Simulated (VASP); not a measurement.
Crystal: In2WSe3.

```
In W Se
1.0
    -2.02500    2.50000    7.20000
     2.02500   -2.50000    7.20000
     2.02500    2.50000   -7.20000
In W Se
2 1 3
Direct
  0.35500 0.35500 0.00000
  0.64500 0.64500 0.00000
  0.00000 0.00000 0.00000
  0.17000 0.17000 0.00000
  0.83000 0.83000 0.00000
  0.50000 0.00000 0.50000
```

The cell was built by a generator and needn't be a form met in nature.

```yaml
Program: VASP 6.6.1
Task: relaxation of cell and atoms
Functional: PBE
Potentials_or_basis: VASP PAW PBE potentials, release 64 (In_d, W_sv, Se)
Cutoff: 520 eV
k_mesh: 4 × 4 × 4
Occupations: gaussian, width 0.15 eV
Spin: no spin polarisation
```

At the start: pressure 4.4 GPa; volume 24.30 Å³/atom.

**Question.** Where does the relaxation end?

**Answer.** Over 16 steps the energy falls by 186.2 meV/atom and the volume is 26.35 Å³/atom (+8.5 %); space group Immm (No. 71, to 0.05 Å).

Step by step:
```tsv
step	energy change (eV)	largest force (eV/Å)	pressure (GPa)	volume (Å³)
1	0.0000	0.8424	4.41	145.80
2	-0.4527	1.7397	-2.96	159.99
3	-0.4580	1.6881	-2.35	158.33
4	-0.7786	0.9791	-0.53	155.44
5	-0.8637	0.4935	1.24	153.40
6	-0.8671	0.4357	1.52	152.82
7	-1.0404	0.3042	0.08	157.01
8	-1.0889	0.2847	-0.72	159.99
9	-1.0927	0.2866	-1.05	160.92
10	-1.0968	0.3780	1.08	157.19
11	-1.1082	0.1826	0.15	158.87
12	-1.1082	0.1585	0.16	158.92
13	-1.1041	0.1910	-0.45	159.92
14	-1.1082	0.1292	-0.02	158.96
15	-1.1110	0.1149	-0.05	158.75
16	-1.1174	0.0716	-0.33	158.12
```

Final structure:
```cif
data_structure
_symmetry_space_group_name_H-M 'P 1'
_symmetry_Int_Tables_number 1
_cell_length_a 9.1530
_cell_length_b 9.1530
_cell_length_c 9.1530
_cell_angle_alpha 156.507
_cell_angle_beta 148.793
_cell_angle_gamma 39.430
_cell_volume 158.12
loop_
_atom_site_label
_atom_site_type_symbol
_atom_site_fract_x
_atom_site_fract_y
_atom_site_fract_z
_atom_site_occupancy
In1 In 0.34998 0.34998 0.00000 1
In2 In 0.65002 0.65002 0.00000 1
W1 W 0.00000 0.00000 0.00000 1
Se1 Se 0.14464 0.14464 0.00000 1
Se2 Se 0.85536 0.85536 0.00000 1
Se3 Se 0.50000 0.00000 0.50000 1
```

Caveat: the k mesh is coarse (spacing up to 0.50 Å⁻¹), so the values aren't converged.
